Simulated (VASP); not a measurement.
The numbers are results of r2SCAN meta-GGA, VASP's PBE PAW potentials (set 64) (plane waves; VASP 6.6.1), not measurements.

A VASP calculation is set up with these files.

KPOINTS_OPT:
```
k-points along high-symmetry lines
7
Line-mode
Reciprocal
  0.000000   0.000000   0.000000 ! GAMMA
  0.000000   0.000000   0.500000 ! X

  0.000000   0.000000   0.500000 ! X
 -0.500000   0.500000   0.500000 ! M

 -0.500000   0.500000   0.500000 ! M
  0.000000   0.000000   0.000000 ! GAMMA

  0.000000   0.000000   0.000000 ! GAMMA
  0.457087   0.457087  -0.457087 ! Z

 -0.457087   0.542913   0.457087 ! Z_0
 -0.500000   0.500000   0.500000 ! M

  0.000000   0.000000   0.500000 ! X
  0.250000   0.250000   0.250000 ! P

  0.250000   0.250000   0.250000 ! P
  0.000000   0.500000   0.000000 ! N

  0.000000   0.500000   0.000000 ! N
  0.000000   0.000000   0.000000 ! GAMMA
```

File KPOINTS:
```
Automatic mesh
0
Gamma
6 6 6
0 0 0
```

**POSCAR**
```
HfSiO4
1
   -3.2787786978     3.2787786978     2.9823502202
    3.2787786978    -3.2787786978     2.9823502202
    3.2787786978     3.2787786978    -2.9823502202
Hf Si O
2 2 8
Direct
  1.0000000000   0.0000000000   0.0000000000
  0.7500000000   0.2500000000   0.5000000000
  0.2500000000   0.7500000000   0.5000000000
  0.5000000000   0.5000000000   0.0000000000
  0.1340547974   0.3191027504   0.8149520470
  0.0691027504   0.7541507033   0.6850479530
  0.5041507033   0.3191027504   0.1850479530
  0.0691027504   0.3840547974   0.3149520470
  0.6159452026   0.9308972496   0.6850479530
  0.6808972496   0.8659452026   0.1850479530
  0.2458492967   0.9308972496   0.3149520470
  0.6808972496   0.4958492967   0.8149520470
```

### INCAR
```
# general
SYSTEM =HfSiO4
PREC   =Accurate
ENCUT  =520   # plane-wave cut-off (eV)
LREAL  =.FALSE.   # projection in real space or not
LASPH  =.TRUE.   # aspherical one-centre terms

# electronic loop
EDIFF  =1E-7
NELM   =100
ALGO   =Normal
LMAXMIX=6
LMIXTAU=.TRUE.

# smearing
ISMEAR =-5   # tetrahedra, Bloechl

# functional
METAGGA=R2SCAN

# ions
ISIF   =2

# output
LWAVE  =.FALSE.
LCHARG =.FALSE.
LORBIT =11   # lm-projected
NEDOS  =601

# other
LEFG   =.TRUE.
```

POTCAR, in this order: Hf_pv Si O (PBE.64 set). Program: vasp_std.

Task: What will the output report for the number of irreducible k-points (NKPTS), number of bands (NBANDS), largest plane-wave count, number of space-group operations, FFT grid (NGX, NGY, NGZ)?

Result: 
```json
{
  "number of irreducible k-points (NKPTS)": "30",
  "number of bands (NBANDS)": "45",
  "largest_plane_wave_count": "3476",
  "number_of_space_group_operations": "16",
  "FFT grid (NGX, NGY, NGZ)": "42 × 42 × 42"
}
```

The structure comes from a computed database's HfSiO4 entry (I4_1/amd); how it stands against other phases isn't given here. It was relaxed first.
